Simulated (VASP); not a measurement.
Here is a VASP 6.6.1 calculation.

Contents of POSCAR:

```
NbSiSn
1.0
    3.3880438100      0.0000000000      0.0000000000
    0.0000000000      3.3880438100      0.0000000000
    0.0000000000      0.0000000000      8.5427671500
Sn Nb Si
2 2 2
Direct
    0.7500000000      0.7500000000      0.7306300000
    0.2500000000      0.2500000000      0.2693700000
    0.2500000000      0.2500000000      0.9146000000
    0.7500000000      0.7500000000      0.0854000000
    0.7500000000      0.7500000000      0.4152000000
    0.2500000000      0.2500000000      0.5848000000
```

Contents of INCAR.step1:

```
PREC = Accurate
ENCUT = 520
ISMEAR = -5
SIGMA = 0.0448
LREAL = False
LASPH = True
NELM = 100
LMAXMIX = 4
GGA = PE
ALGO = Normal
EDIFF = 1E-4
LWAVE = True
LCHARG = False
```

The input INCAR.step2:

```
PREC = Accurate
ENCUT = 520
EDIFF = 1E-6
ISMEAR = 1
SIGMA = 0.0448
LREAL = False
LASPH = True
NELM = 100
ALGO = Normal
ISIF = 2
LWAVE = False
LCHARG = False
LMAXMIX = 4
METAGGA = R2SCAN
LMIXTAU = True
LORBIT = 11
ISTART = 1
```

File KPOINTS:

```
regular mesh
0
Gamma
  10 10 4
```

Potentials or basis: VASP PAW PBE potentials, release 64 (Sn_d, Nb_sv, Si).

Command:

```bash
$ cat potpaw_PBE.64/Sn_d/POTCAR potpaw_PBE.64/Nb_sv/POTCAR potpaw_PBE.64/Si/POTCAR > POTCAR
$ cp INCAR.step1 INCAR
$ mpirun -np 1 vasp_std > vasp.out
$ cp INCAR.step2 INCAR
$ mpirun -np 1 vasp_std > vasp.out
```

Problem. Estimate the band gap on the k mesh.

Solution. None (metal or under the smearing width).

Problem. Predict the largest force.

Solution. 1.930 eV/Å.

Problem. Predict the pressure.

Solution. 19.3 GPa.

Stress tensor (GPa, compression positive):
```
25.46  0.00  0.00
 0.00 25.46  0.00
 0.00  0.00  6.84
```

Caveat: so large a pressure means that the cell lies far from this level's equilibrium, or that cutoff or potentials fall short; the potentials were made for another functional, which shifts forces and pressure.
